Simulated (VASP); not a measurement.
A cell of NiO (rock salt, AFM-II order) near equilibrium:

```
CELL_PARAMETERS angstrom
      4.11767     2.05669     2.05669
      2.05669     4.11767     2.05669
      2.05669     2.05669     4.11767
ATOMIC_POSITIONS crystal
  Ni 0.00000 0.00000 0.00000
  Ni 0.50000 0.50000 0.50000
  O  0.25000 0.25000 0.25000
  O  0.75000 0.75000 0.75000
```
Starting moments (μB, in the order of the record's atoms Ni Ni O O): 1.3 -1.3 0.0 0.0.

All values below come from PBEsol GGA, VASP's PBE PAW potentials (set 64) (plane waves; VASP 6.6.1).

| run | ΔE (meV/atom) | σxx | σyy | σzz | largest shear component, with its sign (GPa) | largest force (eV/Å) | gap (eV) |
|---|---|---|---|---|---|---|---|
| as it is | 0.0 | -0.13 | -0.13 | -0.13 | -0.29 | 0.000 | 0.73 |
| after one change | 8.3 | -10.16 | -3.95 | -3.95 | -0.27 | 0.000 | 0.68 |
Stress is in GPa, positive when the cell is compressed; gaps are those on the k-mesh, and 0.00 means metallic.

Question: Name the change that produced these shifts.
(A) atom 4 (O) moved by 0.150 Å along x
(B) atom 1 (Ni) moved by -0.200 Å along x
(C) atom 1 (Ni) moved by -0.200 Å along z
(D) uniaxial strain of +3.0 % along x

Answer: D, uniaxial strain of +3.0 % along x

The compound is NiO in the rock salt, AFM-II order structure. The spin order is the one that the start imposed; others were not tried in this run.
